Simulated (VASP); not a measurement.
Method: PBE GGA, VASP's PBE PAW potentials (set 64) (plane waves; VASP).

VASP input:

KPOINTS:
```
Automatic mesh
0
Gamma
1 1 1
0 0 0
```

### POSCAR
```
Ti24NO47
1
    9.3112496639     0.0000000000     0.0000000000
    0.0000000000     9.3112496639     0.0000000000
    0.0000000000     0.0000000000     8.9060270283
Ti O N
24 47 1
Direct
  0.9972839931   0.0073337055   0.9933833271
  0.2513210932   0.2534604056   0.1586326071
  0.0029676673   0.0005957132   0.3255643049
  0.2490184162   0.2534697609   0.4921344458
  0.0037791587   0.9989693598   0.6575500839
  0.2506352154   0.2510831198   0.8253482794
  0.9972454404   0.4951034566   0.9920886006
  0.2473791924   0.7485939373   0.1593165669
  0.9966589917   0.5009495152   0.3249771086
  0.2541074161   0.7410147690   0.4940272287
  0.9953526059   0.4981355484   0.6590029651
  0.2453227488   0.7500934010   0.8270622371
  0.4991538533   0.9971857228   0.9925001015
  0.7420982978   0.2541124162   0.1605292272
  0.4934278917   0.9975434781   0.3255283091
  0.7484457221   0.2471286385   0.4916119728
  0.4957170247   0.9983237805   0.6593364446
  0.7449102166   0.2498992623   0.8262045114
  0.5001559177   0.5043451886   0.9939557451
  0.7505592962   0.7530619529   0.1585475682
  0.4979881269   0.5059653208   0.3338536534
  0.7484970926   0.7528108922   0.4921189366
  0.5008398483   0.5019277219   0.6579082988
  0.7516722162   0.7520978624   0.8252782094
  0.1526438557   0.1521032870   0.0041012393
  0.4022421001   0.0986785847   0.1689829924
  0.0983976986   0.4019005348   0.1707795969
  0.3476938566   0.3490568571   0.0027252626
  0.1523104761   0.1522767533   0.3379969082
  0.4024704621   0.0982648816   0.5026345837
  0.0995486565   0.4024979811   0.5046078681
  0.3483033213   0.3467159625   0.3349361581
  0.1528585445   0.1515978525   0.6703524787
  0.4024684312   0.0975549009   0.8377622429
  0.0990979675   0.4015083411   0.8360394926
  0.3502711860   0.3452946914   0.6708225241
  0.1518775979   0.6512993379   0.0030104826
  0.4024663398   0.5980564475   0.1689401498
  0.0993732891   0.9013687851   0.1707169615
  0.3485891959   0.8479130688   0.0043439539
  0.1501738364   0.6517824266   0.3346842162
  0.0977516696   0.9025688838   0.5030273887
  0.3475489220   0.8491698296   0.3361857083
  0.1492377460   0.6528990720   0.6707986901
  0.4019545018   0.5984234500   0.8368490905
  0.0980830347   0.9022763561   0.8389353090
  0.3467226848   0.8500685834   0.6718634253
  0.6535487201   0.1491136964   0.0033624461
  0.9030542188   0.0972689051   0.1709346106
  0.5994304499   0.4001626648   0.1684253980
  0.8505774639   0.3463937646   0.0044898851
  0.6522908321   0.1502983711   0.3362062316
  0.9022193001   0.0985918302   0.5051932280
  0.6006340666   0.4002730088   0.5023599894
  0.8494111739   0.3472589157   0.3374500389
  0.6512057516   0.1512427898   0.6695230783
  0.9016719341   0.0991106132   0.8365843616
  0.6002947993   0.3998807742   0.8430475733
  0.8481583594   0.3485286969   0.6714009804
  0.6524767784   0.6532139651   0.0036450111
  0.9016464595   0.5982106238   0.1690642037
  0.5983172885   0.9019133929   0.1709055652
  0.8491446805   0.8486967801   0.0031290092
  0.6541749693   0.6526185586   0.3351486531
  0.9016388590   0.5977297460   0.5025035362
  0.5975896143   0.9007498175   0.5043847738
  0.8484775117   0.8486272076   0.3372340588
  0.6553755157   0.6512678030   0.6715578192
  0.9026699463   0.5978930812   0.8376787300
  0.5986528478   0.9014333476   0.8361905608
  0.8492600321   0.8482924990   0.6694544094
  0.4025256093   0.5973183485   0.5031353918
```

INCAR:
```
ALGO = Fast
EDIFF = 1E-5
EDIFFG = -0.03
ENCUT = 400
GGA = PE
IBRION = 2
ISIF = 2
ISMEAR = 0
ISYM = 0
LASPH = T
LCHARG = F
LMAXMIX = 4
LREAL = Auto
LWAVE = F
NELECT = 384.0
NELM = 100
NELMIN = 4
NSW = 120
PREC = Normal
SIGMA = 0.05
SYSTEM = Ti24NO47
```

POTCAR, in this order: Ti O N (PBE.64 set). Program: vasp_gam.

Output of the run:

OSZICAR:
```
       N       E                     dE             d eps       ncg     rms          rms(c)
DAV:   1     0.622329357420E+04    0.62233E+04   -0.14779E+05   472   0.146E+03
DAV:   2     0.160172036234E+04   -0.46216E+04   -0.44013E+04   520   0.443E+02
DAV:   3    -0.444634497834E+03   -0.20464E+04   -0.19898E+04   592   0.260E+02
DAV:   4    -0.834473660517E+03   -0.38984E+03   -0.38738E+03   728   0.120E+02
DAV:   5    -0.845476252955E+03   -0.11003E+02   -0.10991E+02   672   0.203E+01    0.151E+02
RMM:   6    -0.624595452374E+03    0.22088E+03   -0.12329E+03   494   0.725E+01    0.223E+01
RMM:   7    -0.629717233556E+03   -0.51218E+01   -0.15486E+02   464   0.371E+01    0.446E+01
RMM:   8    -0.637292486139E+03   -0.75753E+01   -0.53944E+01   468   0.122E+01    0.544E+01
RMM:   9    -0.670780463476E+03   -0.33488E+02   -0.23107E+02   673   0.273E+01    0.573E+01
RMM:  10    -0.643670422900E+03    0.27110E+02   -0.32707E+01   489   0.135E+01    0.352E+01
RMM:  11    -0.635631918061E+03    0.80385E+01   -0.27468E+01   481   0.837E+00    0.225E+01
RMM:  12    -0.633941363717E+03    0.16906E+01   -0.83114E+00   540   0.485E+00    0.178E+01
RMM:  13    -0.632534493496E+03    0.14069E+01   -0.27917E+00   533   0.327E+00    0.135E+01
RMM:  14    -0.631382508928E+03    0.11520E+01   -0.34232E+00   516   0.308E+00    0.877E+00
RMM:  15    -0.630894851270E+03    0.48766E+00   -0.12826E+00   516   0.206E+00    0.629E+00
RMM:  16    -0.630508114680E+03    0.38674E+00   -0.18552E+00   595   0.247E+00    0.244E+00
RMM:  17    -0.630454201438E+03    0.53913E-01   -0.36901E-01   547   0.111E+00    0.127E+00
RMM:  18    -0.630445501394E+03    0.87000E-02   -0.81013E-02   521   0.525E-01    0.800E-01
RMM:  19    -0.630438053076E+03    0.74483E-02   -0.16396E-02   473   0.264E-01    0.546E-01
RMM:  20    -0.630435391576E+03    0.26615E-02   -0.11608E-02   470   0.224E-01    0.282E-01
RMM:  21    -0.630434962287E+03    0.42929E-03   -0.69370E-03   505   0.115E-01    0.149E-01
RMM:  22    -0.630435078871E+03   -0.11658E-03   -0.62977E-04   477   0.618E-02    0.170E-01
RMM:  23    -0.630435155105E+03   -0.76234E-04   -0.20063E-04   472   0.272E-02    0.122E-01
RMM:  24    -0.630434934213E+03    0.22089E-03   -0.14831E-03   591   0.730E-02    0.315E-02
RMM:  25    -0.630434938642E+03   -0.44288E-05   -0.91398E-05   455   0.247E-02
   1 F= -.63043494E+03 E0= -.63043494E+03  d E =-.630435E+03
       N       E                     dE             d eps       ncg     rms          rms(c)
DAV:   1    -0.630435288009E+03   -0.35380E-03   -0.27802E-01   528   0.128E+00    0.173E-01
RMM:   2    -0.630435621189E+03   -0.33318E-03   -0.11105E-02   465   0.307E-01    0.249E-01
RMM:   3    -0.630435848576E+03   -0.22739E-03   -0.32524E-03   526   0.133E-01    0.143E-01
RMM:   4    -0.630435731019E+03    0.11756E-03   -0.86226E-04   498   0.673E-02    0.122E-01
RMM:   5    -0.630435719427E+03    0.11591E-04   -0.49242E-04   493   0.521E-02    0.616E-02
RMM:   6    -0.630435677677E+03    0.41751E-04   -0.93200E-05   467   0.251E-02    0.423E-02
RMM:   7    -0.630435666770E+03    0.10907E-04   -0.13589E-04   446   0.205E-02    0.184E-02
RMM:   8    -0.630435668291E+03   -0.15212E-05   -0.14397E-05   274   0.107E-02
   2 F= -.63043567E+03 E0= -.63043567E+03  d E =-.729649E-03
       N       E                     dE             d eps       ncg     rms          rms(c)
DAV:   1    -0.630435710243E+03   -0.43474E-04   -0.12335E-02   504   0.269E-01    0.316E-02
RMM:   2    -0.630435722308E+03   -0.12065E-04   -0.43395E-04   464   0.617E-02    0.478E-02
RMM:   3    -0.630435729261E+03   -0.69532E-05   -0.11386E-04   472   0.261E-02    0.269E-02
RMM:   4    -0.630435724163E+03    0.50983E-05   -0.24339E-05   283   0.126E-02
   3 F= -.63043572E+03 E0= -.63043572E+03  d E =-.785521E-03
       N       E                     dE             d eps       ncg     rms          rms(c)
DAV:   1    -0.630435900543E+03   -0.17128E-03   -0.25738E-01   512   0.124E+00    0.129E-01
RMM:   2    -0.630436307818E+03   -0.40727E-03   -0.71675E-03   464   0.249E-01    0.154E-01
RMM:   3    -0.630436443988E+03   -0.13617E-03   -0.18779E-03   506   0.108E-01    0.783E-02
RMM:   4    -0.630436398436E+03    0.45552E-04   -0.32341E-04   487   0.473E-02    0.677E-02
RMM:   5    -0.630436378998E+03    0.19438E-04   -0.16104E-04   471   0.348E-02    0.244E-02
RMM:   6    -0.630436375600E+03    0.33976E-05   -0.38424E-05   339   0.167E-02
   4 F= -.63043638E+03 E0= -.63043638E+03  d E =-.651437E-03
```

OUTCAR:
```
------------------------ aborting loop because EDIFF is reached ----------------------------------------
  FORCE on cell =-STRESS in cart. coord.  units (eV):
  Direction    XX          YY          ZZ          XY          YZ          ZX
  --------------------------------------------------------------------------------------
  Total       -9.7827621     -9.7863582     -3.6285891      0.2092944     -0.2876049      0.8163068
  in kB      -20.2988823    -20.3063440     -7.5291928      0.4342785     -0.5967699      1.6938074
  external PRESSURE =     -16.0448063 kB  Pullay stress =       0.0000000 kB
  volume of cell :      772.15
      direct lattice vectors                 reciprocal lattice vectors
     9.311249664  0.000000000  0.000000000     0.107396970  0.000000000  0.000000000
     0.000000000  9.311249664  0.000000000     0.000000000  0.107396970  0.000000000
     0.000000000  0.000000000  8.906027028     0.000000000  0.000000000  0.112283513
 POSITION                                       TOTAL-FORCE (eV/Angst)
 -----------------------------------------------------------------------------------
      9.28597      0.06665      8.84440        -0.015458     -0.000912      0.008596
      2.34094      2.35786      1.41281         0.001181     -0.012288      0.006428
      0.02586      0.00584      2.89871        -0.002219      0.006795     -0.013323
      2.32087      2.35977      4.38114        -0.003208     -0.010824      0.005919
      0.03557      9.30088      5.85474         0.001698      0.009028     -0.020312
      2.33442      2.33797      7.35090        -0.006083     -0.006265     -0.012032
      9.28535      4.60900      8.83471         0.007502      0.003489      0.014193
      2.30248      6.97214      1.41624         0.005156     -0.002598      0.005725
      9.28224      4.66397      2.89396         0.014683      0.002425     -0.001310
      2.36506      6.89987      4.39830        -0.001071      0.016842     -0.014404
      9.26914      4.63898      5.86847         0.018027      0.007777     -0.008312
      2.28322      6.98665      7.36581         0.022951     -0.012186     -0.010517
      4.64886      9.28553      8.83787         0.020960      0.006375     -0.009515
      6.90841      2.36828      1.42824        -0.011006     -0.002954      0.006409
      4.59549      9.28845      2.89820         0.012956     -0.006230      0.003256
      6.97135      2.30164      4.37743        -0.002881      0.009426     -0.006955
      4.61487      9.29525      5.87037         0.002261     -0.008586     -0.008243
      6.93674      2.32758      7.35614         0.009282     -0.014498     -0.018325
      4.65999      4.69452      8.85192        -0.023920      0.014778      0.001393
      6.98896      7.01125      1.41299         0.010302     -0.011607      0.005808
      4.63506      4.71189      2.97398        -0.018111      0.012570     -0.001757
      6.97034      7.00926      4.38138         0.001572     -0.015825      0.008538
      4.66372      4.67216      5.85895        -0.007532      0.003046     -0.011436
      6.99899      7.00151      7.34915         0.000937     -0.007504     -0.013991
      1.42161      1.41635      0.03741        -0.009297     -0.008357     -0.003173
      3.74637      0.91784      1.50575        -0.002019      0.007780     -0.004298
      0.91696      3.74372      1.52170         0.015165     -0.004554      0.000689
      3.23693      3.24975      0.02607         0.007559      0.005047     -0.000644
      1.41828      1.41744      3.00917         0.000818     -0.001702      0.005360
      3.74743      0.91569      4.47776         0.000369      0.005054      0.005087
      0.92664      3.74912      4.49384         0.009855     -0.001453     -0.000919
      3.24449      3.22701      2.98332         0.010776     -0.004346     -0.002204
      1.42385      1.41147      5.96993        -0.001551     -0.001342      0.008023
      3.74819      0.90985      7.46135         0.004487      0.003941     -0.000601
      0.92226      3.73965      7.44614         0.009742     -0.007300     -0.005029
      3.26036      3.21547      5.97437        -0.001415      0.008554      0.000368
      1.41208      6.06367      0.02752        -0.000614      0.011928      0.001738
      3.74680      5.56794      1.50592        -0.014080      0.004443     -0.002821
      0.92441      8.39227      1.51944        -0.008226     -0.003308     -0.002015
      3.24635      7.89713      0.03819        -0.010950      0.001392      0.002936
      1.39747      6.06962      2.98201        -0.005184      0.007048     -0.002550
      0.90999      8.40422      4.48125         0.002065     -0.001628      0.003284
      3.23580      7.90909      2.99365        -0.011328      0.003224      0.004705
      1.39066      6.08021      5.97623        -0.008553     -0.004065      0.003179
      3.74145      5.57278      7.45431         0.009758     -0.011929      0.017201
      0.91259      8.40191      7.47276        -0.002930      0.003092     -0.001937
      3.22773      7.91439      5.98399         0.005159      0.011823      0.004273
      6.08358      1.38863      0.02980         0.000532      0.009881      0.007288
      8.40851      0.90595      1.52277        -0.007626      0.007775     -0.005835
      5.58040      3.72691      1.50031         0.002272     -0.002647      0.000529
      7.91963      3.22649      0.03984        -0.009675     -0.004374      0.003929
      6.07490      1.39954      2.99536         0.004058     -0.000028     -0.002296
      8.39954      0.91735      4.49881         0.000162     -0.008562     -0.000128
      5.59179      3.72619      4.47239        -0.007881     -0.003886      0.006357
      7.90911      3.23367      3.00517         0.001726      0.004824     -0.005973
      6.06320      1.40853      5.96480        -0.005698     -0.002925      0.001939
      8.39463      0.92275      7.45001        -0.004686      0.000073     -0.000396
      5.58981      3.72183      7.50887        -0.007515      0.004297     -0.001606
      7.89758      3.24495      5.97955         0.005144      0.002810     -0.003955
      6.07421      6.08314      0.03476        -0.006784     -0.002908      0.004686
      8.39677      5.56914      1.50519        -0.007113      0.008332      0.002208
      5.57116      8.39761      1.52230         0.007638     -0.005238      0.000603
      7.90607      7.90229      0.02888         0.001000      0.000909      0.001679
      6.09168      6.07523      2.98517         0.008706     -0.004226      0.002138
      8.39582      5.56612      4.47703        -0.001470      0.006921      0.008520
      5.56379      8.38638      4.49215        -0.003320     -0.003420      0.004663
      7.90068      7.90126      3.00492         0.005488     -0.000078     -0.001636
      6.10173      6.06336      5.98044        -0.001726     -0.006337      0.005428
      8.40454      5.56673      7.46067        -0.011829      0.004363     -0.000973
      5.57569      8.39245      7.44734        -0.001701     -0.000720      0.000935
      7.90751      7.89811      5.96240        -0.001367     -0.005602      0.008862
      3.74814      5.56208      4.48209         0.004080     -0.002849      0.016547
 -----------------------------------------------------------------------------------
    total drift:                               -0.004276      0.000987      0.016326
  FREE ENERGIE OF THE ION-ELECTRON SYSTEM (eV)
  ---------------------------------------------------
  free  energy   TOTEN  =      -630.4363756003 eV

  energy  without entropy=     -630.4363756003  energy(sigma->0) =     -630.43637560

 reached required accuracy - stopping structural energy minimisation
```
(Selected blocks of OUTCAR.)

CONTCAR:
```
Ti24NO47
   1.00000000000000
     9.3112496639000000    0.0000000000000000    0.0000000000000000
     0.0000000000000000    9.3112496639000000    0.0000000000000000
     0.0000000000000000    0.0000000000000000    8.9060270283000005
  Ti              O               N
    24    47     1
Direct
     0.9972846927500469    0.0071581475326302    0.9930802619872059
     0.2514093418527581    0.2532269365541574    0.1586356623885383
     0.0027772684578624    0.0006273238301614    0.3254773953817260
     0.2492549174919049    0.2534321890813857    0.4919302133660275
     0.0038196200030409    0.9988857973169022    0.6573907989328981
     0.2507093032575434    0.2510912962742363    0.8253850829153032
     0.9972188862135011    0.4949925173746064    0.9919924533087443
     0.2472790692237594    0.7487868417998621    0.1590199020513506
     0.9968843869552997    0.5008957267077114    0.3249441570266835
     0.2540006528824403    0.7410254008536226    0.4938561395990237
     0.9954774285082791    0.4982121091529537    0.6589323168188547
     0.2452114171269369    0.7503450848531469    0.8270594876706117
     0.4992735786756662    0.9972374971496925    0.9923472707001244
     0.7419424899471643    0.2543458264241427    0.1603672731448065
     0.4935419270423902    0.9975514128877505    0.3254199799546016
     0.7487019648080123    0.2471889898611860    0.4915133642258088
     0.4956232736337964    0.9982817620475293    0.6591459832476455
     0.7449852654231990    0.2499751716969517    0.8259734389842611
     0.5004685469772154    0.5041774070756967    0.9939249346027959
     0.7505935729234063    0.7529868976905610    0.1586557486948123
     0.4977914953158939    0.5060430427760517    0.3339289448751388
     0.7485938642051276    0.7527736139798528    0.4919571223501064
     0.5008692325561498    0.5017760014430523    0.6578640331395955
     0.7516704930185505    0.7519405314025235    0.8251885462173634
     0.1526761986946122    0.1521112970868538    0.0042001739385177
     0.4023488752973427    0.0985733049527271    0.1690706282855433
     0.0984784388584338    0.4020642317264573    0.1708616443254222
     0.3476369623220446    0.3490131373516209    0.0029276381034622
     0.1523187495246114    0.1522287627646154    0.3378806699197869
     0.4024628644631552    0.0983428394939293    0.5027791837658244
     0.0995186090707667    0.4026439196188733    0.5045838918503380
     0.3484486981388917    0.3465714145654529    0.3349779850746073
     0.1529171934593520    0.1515875736187560    0.6703250928420214
     0.4025446802387687    0.0977148604923387    0.8377863380804476
     0.0990483528255951    0.4016268498249519    0.8360788055210326
     0.3501528800397919    0.3453320802062643    0.6708233408641134
     0.1516526764982475    0.6512194627356092    0.0030895014603033
     0.4023950981796050    0.5979804142804055    0.1690902183040281
     0.0992783887175774    0.9013046271330317    0.1706084893772762
     0.3486482796217015    0.8481278683374169    0.0042885258708893
     0.1500840889337999    0.6518591974229895    0.3348303621770911
     0.0977299659589066    0.9025873102978202    0.5031709275602757
     0.3475150205755497    0.8494125803993748    0.3361370295403857
     0.1493525535878464    0.6529962100514037    0.6710316412793242
     0.4018205314017871    0.5984998264933217    0.8369964411532417
     0.0980089723996714    0.9023392761719704    0.8390680890223063
     0.3466483242141965    0.8499818792073176    0.6719037165382743
     0.6533584689405100    0.1491351781563982    0.0033462385685759
     0.9030489815434792    0.0972960893832295    0.1709822223760054
     0.5993175515193540    0.4002592761549609    0.1684605330232097
     0.8505441253267435    0.3465151190324179    0.0044730559538499
     0.6524253758775652    0.1503062628882352    0.3363293106439498
     0.9020851630538843    0.0985207718152501    0.5051423205265012
     0.6005412038727745    0.4001813119159180    0.5021759921584744
     0.8494147456735682    0.3472859803864935    0.3374313517344388
     0.6511696031218329    0.1512723361067518    0.6697491534828212
     0.9015578890696198    0.0991003729177327    0.8365135012206651
     0.6003290916157566    0.3997134919271794    0.8431224084062912
     0.8481762649155939    0.3484976629278789    0.6714049290914261
     0.6523513249947060    0.6533112118412677    0.0039031711130031
     0.9017876447910909    0.5981088427336002    0.1690080252814652
     0.5983256491086772    0.9018773575398779    0.1709293048460302
     0.8490882279594013    0.8486817438847917    0.0032430511369531
     0.6542276773617106    0.6524609945790166    0.3351851589830160
     0.9016856699796529    0.5977848131276746    0.5026967736436866
     0.5975340556641718    0.9006719245674920    0.5043939903587527
     0.8485095059651210    0.8485709337039685    0.3374028646953456
     0.6553078296639211    0.6511862379934857    0.6715044272977134
     0.9026218347464507    0.5978498219251080    0.8377105005071040
     0.5988119872206478    0.9013236670324958    0.8362130099043306
     0.8492424849408702    0.8482326999804148    0.6694795126612116
     0.4025385505006771    0.5973504474784942    0.5032653463466487
```

At this cut-off the stress carries a Pulay error, which pulls relaxed volumes low. The cell is charged, with a uniform compensating background. The supercell is sampled at Γ alone, which is coarse: total energies, pressure and levels can be off, energies of defects by several tenths of an eV.

The cell is a supercell with a defect, built from TiO2 (rutile): N_O, charge -1. The run is not spin-polarised, so no state with unpaired spins was tried.
